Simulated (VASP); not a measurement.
Level of theory: TPSS meta-GGA, VASP's PBE PAW potentials (set 64) (plane waves; VASP 6.6.1).

The input files of a VASP run:

### KPOINTS
```
Automatic
0
gamma
 12 12 7
```

**POSCAR**
```
Tm
1
    1.7471918581    -3.0262251380     0.0000000000
    1.7471918581     3.0262251380     0.0000000000
    0.0000000000     0.0000000000     5.4213544664
Tm
2
Direct
  0.3333330000   0.6666670000   0.2500000000
  0.6666670000   0.3333330000   0.7500000000
```

### INCAR
```
SYSTEM = Tm
PREC = Accurate; ENCUT = 520; LREAL = F
LASPH = T
EDIFF = 1E-7; NELM = 100; ALGO = Normal
LMAXMIX = 6; LMIXTAU = T
ISMEAR = 1; SIGMA = 0.1
METAGGA = TPSS
IBRION = 2; NSW = 30; ISIF = 4
EDIFFG = -0.01
LWAVE = F; LCHARG = F
```

POTCAR, in this order: Tm_3 (PBE.64 set). Program: vasp_std.

Output of the run:

File OUTCAR:
```
 ion  position               nearest neighbor table
   1  0.333  0.667  0.250-   2 3.38   2 3.38   2 3.38   2 3.38   2 3.38   2 3.38
   2  0.667  0.333  0.750-   1 3.38   1 3.38   1 3.38   1 3.38   1 3.38   1 3.38
  LATTYP: Found a hexagonal cell.
 ALAT       =     3.4943837761
 C/A-ratio  =     1.5514479272
 Subroutine PRICEL returns:
 Original cell was already a primitive cell.
 Subroutine GETGRP returns: Found 24 space group operations
The static configuration has the point symmetry D_3d.
 The point group associated with its full space group is D_6h.
The dynamic configuration has the point symmetry D_3d.
 Subroutine INISYM returns: Found 24 space group operations
 Subroutine IBZKPT returns following result:
 Found     76 irreducible k-points:

 Following reciprocal coordinates:
            Coordinates               Weight
  0.000000  0.000000  0.000000      1.000000
  0.083333 -0.000000  0.000000      6.000000
  0.166667  0.000000  0.000000      6.000000
  0.250000 -0.000000  0.000000      6.000000
  0.333333  0.000000  0.000000      6.000000
  0.416667 -0.000000  0.000000      6.000000
  0.500000 -0.000000  0.000000      3.000000
...
```

OSZICAR:
```
       N       E                     dE             d eps       ncg     rms          rms(c)
DAV:   1     0.795206143303E+02    0.79521E+02   -0.96473E+03  1976   0.154E+03
DAV:   2    -0.372211564425E+01   -0.83243E+02   -0.82094E+02  1976   0.459E+02
DAV:   3    -0.898068746137E+01   -0.52586E+01   -0.49695E+01  3192   0.730E+01
DAV:   4    -0.915689023774E+01   -0.17620E+00   -0.17098E+00  3086   0.110E+01
DAV:   5    -0.916086750631E+01   -0.39773E-02   -0.39589E-02  2730   0.143E+00    0.276E+01
DAV:   6    -0.134747313559E+02   -0.43139E+01   -0.31480E+01  1976   0.528E+02    0.153E+01
DAV:   7    -0.175972122493E+02   -0.41225E+01   -0.35202E+01  3648   0.474E+01    0.118E+00
DAV:   8    -0.140823157726E+02    0.35149E+01   -0.23690E+01  1976   0.137E+01    0.236E-01
DAV:   9    -0.141015089916E+02   -0.19193E-01   -0.16919E-02  2899   0.928E-01    0.184E-01
DAV:  10    -0.141030877391E+02   -0.15787E-02   -0.31901E-02  2504   0.338E-01    0.101E-01
DAV:  11    -0.141046425172E+02   -0.15548E-02   -0.91840E-04  2328   0.307E-01    0.316E-02
DAV:  12    -0.141052259885E+02   -0.58347E-03   -0.12672E-04  2306   0.107E-01    0.288E-02
DAV:  13    -0.141050731513E+02    0.15284E-03   -0.39910E-05  2445   0.654E-02    0.211E-02
DAV:  14    -0.141052374288E+02   -0.16428E-03   -0.20429E-05  2712   0.509E-02    0.231E-03
DAV:  15    -0.141052392898E+02   -0.18610E-05   -0.94948E-07  2870   0.101E-02    0.101E-03
DAV:  16    -0.141052392756E+02    0.14113E-07   -0.42005E-08  1540   0.213E-03
   1 F= -.14105239E+02 E0= -.14104425E+02  d E =-.141052E+02
       N       E                     dE             d eps       ncg     rms          rms(c)
DAV:   1    -0.141055265209E+02   -0.28723E-03   -0.98111E-03  2091   0.787E-01    0.743E-02
DAV:   2    -0.141053946291E+02    0.13189E-03   -0.34917E-04  2973   0.248E-01    0.443E-02
DAV:   3    -0.141053411722E+02    0.53457E-04   -0.74600E-05  2814   0.827E-02    0.249E-02
DAV:   4    -0.141053377419E+02    0.34304E-05   -0.15756E-05  2847   0.350E-02    0.837E-03
DAV:   5    -0.141053406309E+02   -0.28890E-05   -0.31602E-06  2151   0.196E-02    0.451E-03
DAV:   6    -0.141053406871E+02   -0.56188E-07   -0.36989E-07  2256   0.580E-03
   2 F= -.14105341E+02 E0= -.14104591E+02  d E =-.101411E-03
       N       E                     dE             d eps       ncg     rms          rms(c)
DAV:   1    -0.141054386769E+02   -0.98046E-04   -0.44273E-03  2091   0.529E-01    0.499E-02
DAV:   2    -0.141053795805E+02    0.59096E-04   -0.15764E-04  2955   0.166E-01    0.298E-02
DAV:   3    -0.141053551853E+02    0.24395E-04   -0.33752E-05  2814   0.555E-02    0.165E-02
DAV:   4    -0.141053542617E+02    0.92364E-06   -0.67604E-06  2887   0.227E-02    0.596E-03
DAV:   5    -0.141053549674E+02   -0.70569E-06   -0.12002E-06  2121   0.125E-02    0.246E-03
DAV:   6    -0.141053549913E+02   -0.23891E-07   -0.22138E-07  2106   0.470E-03
   3 F= -.14105355E+02 E0= -.14104651E+02  d E =-.115716E-03
```

File OUTCAR:
```
------------------------ aborting loop because EDIFF is reached ----------------------------------------
  FORCE on cell =-STRESS in cart. coord.  units (eV):
  Direction    XX          YY          ZZ          XY          YZ          ZX
  --------------------------------------------------------------------------------------
  Total        0.6369634      0.6369634      0.6306754      0.0000000     -0.0000000      0.0000000
  in kB       17.8010418     17.8010426     17.6253135      0.0000000     -0.0000000      0.0000000
  external PRESSURE =      17.7424660 kB  Pullay stress =       0.0000000 kB
  volume of cell :       57.33
      direct lattice vectors                 reciprocal lattice vectors
     1.744929549 -3.022306707 -0.000000000     0.286544520 -0.165436552 -0.000000000
     1.744929549  3.022306707  0.000000000     0.286544520  0.165436552 -0.000000000
     0.000000000  0.000000000  5.435421195    -0.000000000 -0.000000000  0.183978383
 POSITION                                       TOTAL-FORCE (eV/Angst)
 -----------------------------------------------------------------------------------
      1.74493      1.00744      1.35886         0.000000     -0.000000      0.000000
      1.74493     -1.00744      4.07657        -0.000000      0.000000      0.000000
 -----------------------------------------------------------------------------------
    total drift:                               -0.000001      0.000067     -0.000011
  FREE ENERGIE OF THE ION-ELECTRON SYSTEM (eV)
  ---------------------------------------------------
  free  energy   TOTEN  =       -14.1053549913 eV

  energy  without entropy=      -14.1032422168  energy(sigma->0) =      -14.10465073

 reached required accuracy - stopping structural energy minimisation
```
(Selected blocks of OUTCAR.)

**CONTCAR**
```
Tm
   1.00000000000000
     1.7449295489685435   -3.0223067069366878   -0.0000000000000000
     1.7449295489685435    3.0223067069366878    0.0000000000000000
     0.0000000000000000    0.0000000000000000    5.4354211948619700
  Tm
     2
Direct
     0.3333330000000032    0.6666669999999968    0.2500000000000000
     0.6666669999999968    0.3333330000000032    0.7500000000000000
```

The 4f electrons are frozen in the core of the lanthanide potential, so 4f levels, which can set the real gap, and their magnetism are missing.

The compound is Tm in the hcp structure. This cell is one point of a volume scan, at 0.97 of the reference volume. Symmetry was kept, so distortions that lower it aren't found.
